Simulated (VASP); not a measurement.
Level of theory: LDA (Ceperley-Alder, Perdew-Zunger), VASP's LDA PAW potentials (set 64) (plane waves; VASP 6.6.1).

VASP input:

File POSCAR:
```
GaAs
1
    0.0000000000     2.8051874881     2.8051874881
    2.8051874881     0.0000000000     2.8051874881
    2.8051874881     2.8051874881     0.0000000000
Ga As
1 1
Direct
  0.0000000000   0.0000000000   0.0000000000
  0.2500000000   0.2500000000   0.2500000000
```

### KPOINTS
```
Regular mesh
0
Gamma
9 9 9
0 0 0
```

INCAR:
```
LREAL = F   # projection in real space or not
NEDOS = 601   # DOS grid
LASPH = T   # aspherical one-centre terms
LCHARG = T
ISMEAR = -5   # tetrahedra, Bloechl
ISIF = 2   # forces and stress, cell fixed
NELM = 100   # most electronic steps
ALGO = Normal   # blocked Davidson
LMAXMIX = 4
SYSTEM = GaAs
LWAVE = F
ENCUT = 520
EDIFF = 1E-7
LORBIT = 11
PREC = Accurate
```

POTCAR, in this order: Ga_d As (LDA.64 set). Program: vasp_std.

Output of the run:

**OSZICAR**
```
       N       E                     dE             d eps       ncg     rms          rms(c)
DAV:   1     0.799637331975E+02    0.79964E+02   -0.92638E+03   926   0.191E+03
DAV:   2    -0.344549833141E+01   -0.83409E+02   -0.81226E+02   980   0.336E+02
DAV:   3    -0.975965307372E+01   -0.63142E+01   -0.62779E+01  1110   0.772E+01
DAV:   4    -0.987211261657E+01   -0.11246E+00   -0.11241E+00  1058   0.111E+01
DAV:   5    -0.987396821996E+01   -0.18556E-02   -0.18555E-02  1095   0.121E+00    0.307E+00
DAV:   6    -0.968610168195E+01    0.18787E+00   -0.26977E-01  1429   0.102E+01    0.181E+00
DAV:   7    -0.964300065479E+01    0.43101E-01   -0.76630E-02  1148   0.229E+00    0.522E-01
DAV:   8    -0.963988488596E+01    0.31158E-02   -0.98134E-03  1040   0.131E+00    0.107E-01
DAV:   9    -0.963984989410E+01    0.34992E-04   -0.78295E-04  1085   0.346E-01    0.432E-02
DAV:  10    -0.963985294436E+01   -0.30503E-05   -0.42457E-05  1267   0.884E-02    0.230E-02
DAV:  11    -0.963985774333E+01   -0.47990E-05   -0.73083E-06  1030   0.446E-02    0.205E-03
DAV:  12    -0.963985762535E+01    0.11798E-06   -0.53143E-07  1055   0.115E-02    0.127E-03
DAV:  13    -0.963985762858E+01   -0.32278E-08   -0.70948E-08   610   0.264E-03
   1 F= -.96398576E+01 E0= -.96398576E+01  d E =0.000000E+00
```

**OUTCAR**
```
------------------------ aborting loop because EDIFF is reached ----------------------------------------
  FORCE on cell =-STRESS in cart. coord.  units (eV):
  Direction    XX          YY          ZZ          XY          YZ          ZX
  --------------------------------------------------------------------------------------
  Total        0.0060140      0.0060140      0.0060140      0.0000000      0.0000000      0.0000000
  in kB        0.2182518      0.2182518      0.2182518      0.0000000      0.0000000      0.0000000
  external PRESSURE =       0.2182518 kB  Pullay stress =       0.0000000 kB
  volume of cell :       44.15
      direct lattice vectors                 reciprocal lattice vectors
     0.000000000  2.805187488  2.805187488    -0.178241206  0.178241206  0.178241206
     2.805187488  0.000000000  2.805187488     0.178241206 -0.178241206  0.178241206
     2.805187488  2.805187488  0.000000000     0.178241206  0.178241206 -0.178241206
  FREE ENERGIE OF THE ION-ELECTRON SYSTEM (eV)
  ---------------------------------------------------
  free  energy   TOTEN  =        -9.6398576286 eV

  energy  without entropy=       -9.6398576286  energy(sigma->0) =       -9.63985763

 total charge

# of ion       s       p       d       tot
------------------------------------------
    1        0.894   0.829   9.997  11.721
    2        1.216   1.610   0.033   2.859
--------------------------------------------------
tot          2.110   2.440  10.030  14.580
```
(Selected blocks of OUTCAR.)

File OUTCAR:
```
 val. band max:        4.0241017076   @ k =   0.0000   0.0000   0.0000

 cond. band min:       4.5304238617   @ k =   0.0000   0.0000   0.0000


 Fermi energy:         4.0509089089

 k-point     1 :       0.0000    0.0000    0.0000
  band No.  band energies     occupation
      1     -10.9482      2.00000
      2     -10.9482      2.00000
      3     -10.9482      2.00000
      4     -10.8643      2.00000
      5     -10.8643      2.00000
      6      -8.9081      2.00000
      7       4.0241      2.00000
      8       4.0241      2.00000
      9       4.0241      2.00000
     10       4.5304      0.00000
     11       7.7031      0.00000
     12       7.7031      0.00000
     13       7.7031      0.00000

 k-point     2 :       0.1111    0.0000    0.0000
  band No.  band energies     occupation
      1     -10.9597      2.00000
      2     -10.9451      2.00000
      3     -10.9451      2.00000
      4     -10.8645      2.00000
      5     -10.8645      2.00000
      6      -8.7587      2.00000
      7       2.2702      2.00000
      8       3.8230      2.00000
      9       3.8230      2.00000
     10       5.5516      0.00000
     11       7.9966      0.00000
     12       7.9966      0.00000
     13       8.0462      0.00000

 k-point     3 :       0.2222    0.0000    0.0000
  band No.  band energies     occupation
      1     -10.9866      2.00000
      2     -10.9380      2.00000
      3     -10.9380      2.00000
      4     -10.8643      2.00000
      5     -10.8643      2.00000
      6      -8.3339      2.00000
      7       0.2576      2.00000
      8       3.4186      2.00000
      9       3.4186      2.00000
     10       5.5035      0.00000
     11       8.5038      0.00000
     12       8.5038      0.00000
     13       9.5089      0.00000

 k-point     4 :       0.3333    0.0000    0.0000
  band No.  band energies     occupation
      1     -11.0139      2.00000
      2     -10.9314      2.00000
      3     -10.9314      2.00000
...
```

The compound is GaAs in the zinc blende structure. It was relaxed first.
